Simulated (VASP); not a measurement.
Space group F-43m (No. 216); a = 6.5154 Å, b = 6.5154 Å, c = 6.5154 Å, α = 90.00°, β = 90.00°, γ = 90.00°

```tsv
atom	site	symmetry	x	y	z
Hg	4a	-43m	0.0000	0.0000	0.0000
Te	4d	-43m	0.7500	0.7500	0.7500
```
(The calculation used a cell of 2 atoms; values per cell refer to that cell.)

Level of theory: PBEsol GGA, VASP's PBE PAW potentials (set 64) (plane waves; VASP). Run with 480 eV cut-off, 10×10×10 Γ-centred mesh, first-order Methfessel-Paxton smearing of 0.10 eV, potentials Hg Te.

Each relaxation starts from this cell; other phases were not tried.

Question: The cell is relaxed at 2 GPa. What happens?

Answer: The volume per atom goes from 34.57 to 33.13 Å³ (-4.2 %), and the cell becomes a = 6.424 Å, b = 6.424 Å, c = 6.424 Å, α = 90.00°, β = 90.00°, γ = 90.00°, space group F-43m.

Question: The cell is relaxed at 20 GPa. What happens?

Answer: The volume per atom goes from 34.57 to 26.93 Å³ (-22.1 %), and the cell becomes a = b = c = 5.9949 Å, α = β = γ = 90.00°, space group F-43m.

Failed runs are left out, and for metals the shear rows, which the mesh's noise covers.

The compound is HgTe in the zinc blende structure.
